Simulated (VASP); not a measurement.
Data:

```
CuI
1.0
    0.00000     3.00632     3.00632
    3.00632     0.00000     3.00632
    3.00632     3.00632     0.00000
Cu I
1 1
Cartesian
  0.00000   0.00000   0.00000
  1.50316   1.50316   1.50316
```

Level of theory: r2SCAN meta-GGA, VASP's PBE PAW potentials (set 64) (plane waves; VASP). Settings: 400 eV cut-off, 9×9×9 Γ-centred mesh, tetrahedra with Blöchl corrections, potentials Cu I.

Unless said otherwise, spin-orbit coupling is left out, though it shifts the bands of the heavy elements here.

Give the energies of bands 2 to 12 at the high-symmetry points, in eV from the valence-band maximum.

```
band      Γ      X      U      L      W
----  -----  -----  -----  -----  -----
2     -3.92  -5.92  -5.59  -5.95  -5.41
3     -3.92  -4.04  -4.73  -3.89  -4.87
4     -3.92  -4.04  -3.98  -3.89  -4.14
5     -1.94  -1.98  -2.09  -1.91  -2.01
6     -1.94  -1.86  -1.92  -1.91  -2.01
7      0.00  -1.84  -1.80  -1.87  -1.84
8      0.00  -1.59  -1.58  -0.75  -1.68
9      0.00  -1.59  -1.32  -0.75  -1.32
10     1.69   2.89   3.35   2.57   4.87
11     5.21   3.17   4.98   5.73   4.98
12     5.21   9.98   8.02   5.73   6.52
```

The gap is direct, 1.69 eV, from the valence maximum at Γ to the conduction minimum at Γ.

The structure was generated: CuI was put into the zinc blende type (F-43m), which need not be its known phase. It was relaxed first, which changed the volume by -11 %.
